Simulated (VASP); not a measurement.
W (bcc) relaxed at rising pressure, in one space group throughout; other phases were not tried. The pressures are those reached. Level of theory: r2SCAN meta-GGA, VASP's PBE PAW potentials (set 64) (plane waves; VASP 6.6.1).

```csv
P (GPa),V (Å³/atom),k-mesh
0.06,15.967,16×16×16
4.91,15.727,16×16×16
9.87,15.498,16×16×16
19.91,15.088,16×16×16
29.92,14.735,16×16×16
```

A change of mesh leaves a small step in the series.

Task: Fit an equation of state and predict the volume at 45.05 GPa.

Result: Least squares on the third-order Birch-Murnaghan form, P = (3B0/2)(y⁷ − y⁵)[1 + (3/4)(B′ − 4)(y² − 1)] with y = (V0/V)^(1/3), gives V0 = 15.971 Å³/atom, B0 = 305 GPa and B′ = 4.9, and so 14.275 Å³/atom. The run gave 14.268 Å³/atom, -0.1 % from the fit.

Pressures at which the relaxation failed are left out.

The compound is W in the bcc structure.
